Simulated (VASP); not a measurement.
```xyz
4
Lattice="4.4555 0.0000 0.0000 0.0000 4.4555 0.0000 0.0000 0.0000 6.2554" Properties=species:S:1:pos:R:3 pbc="T T T"
Cd     2.2278     0.0000     4.8011
Cd     0.0000     2.2278     1.4543
Te     0.0000     0.0000     3.1277
Se     2.2278     2.2278     0.0000
```

Method: PBEsol GGA, VASP's PBE PAW potentials (set 64) (plane waves; VASP). Run with 400 eV cut-off, 5×5×3 Γ-centred mesh, Gaussian smearing of 0.050 eV, potentials Cd Te Se.

Unless said otherwise, spin-orbit coupling is left out, though it shifts the bands of the heavy elements here.

Question: Predict the energy per atom (σ→0), band gap (on the k-mesh) with the smallest direct gap where there is one.

Answer: 
```json
{
 "band gap (on the k-mesh)": "0.41 eV",
 "smallest direct gap (on the k-mesh)": "0.41 eV",
 "energy per atom (σ→0)": "-2.899 eV/atom"
}
```

Only differences to runs with the same potentials and settings are physical.

The structure comes from a computed database's Cd2TeSe entry (P-4m2); how it stands against other phases isn't given here. It was relaxed first. The start is the result of an earlier pass.
